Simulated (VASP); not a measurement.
```
AlLa
1.0
    3.53755     0.00000     0.00000
   -1.76877     3.06361     0.00000
    0.00000     0.00000    10.43151
La Al
2 2
Direct
  0.00000   0.00000   0.00000
  0.00000   0.00000   0.50000
  0.33333   0.66667   0.25000
  0.66667   0.33333   0.75000
```

Calculation: PBE GGA, VASP's PBE PAW potentials (set 64) (plane waves; VASP 6.6.1). Settings: 400 eV cut-off, 11×11×4 Γ-centred mesh, tetrahedra with Blöchl corrections, potentials La Al.

The cores are frozen, which limits the accuracy of field gradients.

Problem. Give the principal components of the electric field gradient (V/Å²) and the asymmetry η at each nucleus.

Solution. 
```csv
atom,Vxx,Vyy,Vzz,η
La1,73.2,73.2,-146.4,0.00
La2,73.2,73.2,-146.4,0.00
Al3,17.5,17.5,-35.0,0.00
Al4,17.5,17.5,-35.0,0.00
```

The structure was generated: LaAl was put into the NiAs type type (P6_3/mmc), which need not be its known phase. It was relaxed first, which changed the volume by -34 %.
